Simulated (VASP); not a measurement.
These are r2SCAN meta-GGA, VASP's PBE PAW potentials (set 64) (plane waves; VASP) values and carry that method's errors.

VASP input:

File KPOINTS:
```
Automatic mesh
0
Gamma
17 17 17
0 0 0
```

### POSCAR
```
Au
2.8362120
 -0.5773501921   0.5773501921   0.5773501921
  0.5773501921  -0.5773501921   0.5773501921
  0.5773501921   0.5773501921  -0.5773501921
Au
1
direct
  0.0000000000   0.0000000000   0.0000000000
```

File KPOINTS_OPT:
```
k-points along high-symmetry lines
10
Line-mode
Reciprocal
  0.000000   0.000000   0.000000 ! GAMMA
  0.500000  -0.500000   0.500000 ! H

  0.500000  -0.500000   0.500000 ! H
  0.000000   0.000000   0.500000 ! N

  0.000000   0.000000   0.500000 ! N
  0.000000   0.000000   0.000000 ! GAMMA

  0.000000   0.000000   0.000000 ! GAMMA
  0.250000   0.250000   0.250000 ! P

  0.250000   0.250000   0.250000 ! P
  0.500000  -0.500000   0.500000 ! H

  0.250000   0.250000   0.250000 ! P
  0.000000   0.000000   0.500000 ! N
```

**INCAR**
```
SYSTEM = Au
PREC = Accurate; ENCUT = 400; LREAL = F
LASPH = T
EDIFF = 1E-7; NELM = 100; ALGO = Normal
LMAXMIX = 6; LMIXTAU = T
ISMEAR = -5
METAGGA = R2SCAN
ISIF = 2
LWAVE = F; LCHARG = F; LORBIT = 11
NEDOS = 601
```

POTCAR, in this order: Au (PBE.64 set). Program: vasp_std.

What VASP printed:

OSZICAR:
```
       N       E                     dE             d eps       ncg     rms          rms(c)
DAV:   1    -0.174681316316E+02   -0.17468E+02   -0.50359E+03  3442   0.880E+02
DAV:   2    -0.542839362387E+02   -0.36816E+02   -0.34757E+02  3078   0.177E+02
DAV:   3    -0.545803142087E+02   -0.29638E+00   -0.29615E+00  3415   0.163E+01
DAV:   4    -0.545813470211E+02   -0.10328E-02   -0.10329E-02  3149   0.103E+00
DAV:   5    -0.545813568600E+02   -0.98389E-05   -0.98386E-05  3259   0.995E-02    0.864E+00
DAV:   6    -0.502409464193E+02    0.43404E+01   -0.55250E+00  2991   0.225E+01    0.654E+00
DAV:   7    -0.505387235191E+02   -0.29778E+00   -0.49689E-01  2989   0.516E+00    0.396E+00
DAV:   8    -0.505496899291E+02   -0.10966E-01   -0.11306E-01  3007   0.238E+00    0.462E-01
DAV:   9    -0.505748474216E+02   -0.25157E-01   -0.28983E-02  3021   0.124E+00    0.278E-02
DAV:  10    -0.505754344300E+02   -0.58701E-03   -0.11268E-03  3028   0.320E-01    0.387E-02
DAV:  11    -0.505756091842E+02   -0.17475E-03   -0.36045E-04  3129   0.157E-01    0.255E-02
DAV:  12    -0.505756100912E+02   -0.90700E-06   -0.12917E-05  3003   0.489E-02    0.988E-03
DAV:  13    -0.505756136714E+02   -0.35801E-05   -0.95465E-06  3138   0.325E-02    0.260E-03
DAV:  14    -0.505756145507E+02   -0.87930E-06   -0.37922E-06  3087   0.144E-02    0.192E-03
DAV:  15    -0.505756145289E+02    0.21745E-07   -0.35442E-07  3119   0.606E-03
   1 F= -.50575615E+02 E0= -.50575615E+02  d E =0.000000E+00
       N       E                     dE             ncg
```

**OUTCAR**
```
------------------------ aborting loop because EDIFF is reached ----------------------------------------
  FORCE on cell =-STRESS in cart. coord.  units (eV):
  Direction    XX          YY          ZZ          XY          YZ          ZX
  --------------------------------------------------------------------------------------
  Total        0.0623262      0.0623262      0.0623262      0.0000000      0.0000000      0.0000000
  in kB        5.6857463      5.6857463      5.6857463      0.0000000      0.0000000      0.0000000
  external PRESSURE =       5.6857463 kB  Pullay stress =       0.0000000 kB
  volume of cell :       17.56
      direct lattice vectors                 reciprocal lattice vectors
    -1.637487543  1.637487543  1.637487543     0.000000000  0.305345834  0.305345834
     1.637487543 -1.637487543  1.637487543     0.305345834  0.000000000  0.305345834
     1.637487543  1.637487543 -1.637487543     0.305345834  0.305345834  0.000000000
 POSITION                                       TOTAL-FORCE (eV/Angst)
 -----------------------------------------------------------------------------------
      0.00000      0.00000      0.00000         0.000000      0.000000     -0.000000
 -----------------------------------------------------------------------------------
    total drift:                                0.000000     -0.000000      0.000000
  FREE ENERGIE OF THE ION-ELECTRON SYSTEM (eV)
  ---------------------------------------------------
  free  energy   TOTEN  =       -50.5756145289 eV

  energy  without entropy=      -50.5756145289  energy(sigma->0) =      -50.57561453

 total charge

# of ion       s       p       d       tot
------------------------------------------
    1        0.545   0.328   8.788   9.661
```
(Selected blocks of OUTCAR.)

For a metal the tetrahedron method with Blöchl corrections gives inexact stress and forces.

The structure comes from a computed database's Au entry (Im-3m); how it stands against other phases isn't given here. It was relaxed first.
